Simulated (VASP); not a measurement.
A run of VASP 6.6.1 is set up as follows.

Contents of INCAR:

```
  PREC = Accurate
  ENCUT = 600
  EDIFF = 1E-6
  ISMEAR = 0
  SIGMA = 0.03
  LREAL = False
  LASPH = True
  NELM = 80
  ALGO = Normal
  ISIF = 3
  LWAVE = False
  LCHARG = False
  METAGGA = R2SCAN
  LMIXTAU = True
  IBRION = 2
  NSW = 90
  EDIFFG = -0.01
```

File KPOINTS:

```
Automatic mesh
0
Gamma
  6 6 6
```

The input POSCAR:

```
Na3TeH
1.0
    4.7671700000      0.0000000000      0.0000000000
    0.0000000000      4.7671700000      0.0000000000
    0.0000000000      0.0000000000      4.7671700000
Na Te H
3 1 1
Direct
    0.5000000000      0.0000000000      0.5000000000
    0.0000000000      0.5000000000      0.5000000000
    0.5000000000      0.5000000000      0.0000000000
    0.0000000000      0.0000000000      0.0000000000
    0.5000000000      0.5000000000      0.5000000000
```

Potentials or basis: VASP PAW PBE potentials, release 64 (Na_pv, Te, H).

The run is started by

```sh
$ cat potpaw_PBE.64/Na_pv/POTCAR potpaw_PBE.64/Te/POTCAR potpaw_PBE.64/H/POTCAR > POTCAR
$ mpirun -np 1 vasp_std > vasp.out
```

(1) Estimate the band gap on the k mesh.

(2) What does it give for the relaxed volume?

(3) Predict the relaxed cell.

(4) Estimate the space group after relaxing (to 0.05 Å).

Results:

(1) 3.42 eV, indirect (least direct gap 3.63 eV).

(2) 20.85 Å³/atom.

(3) a = 4.706 Å, b = 4.706 Å, c = 4.706 Å, α = 90.00°, β = 90.00°, γ = 90.00°.

(4) Pm-3m (No. 221).

Caveat: the PAW data sets were made with another functional, which shifts forces and pressure a little; spin-orbit coupling is left out, which moves the levels of the heavy elements.
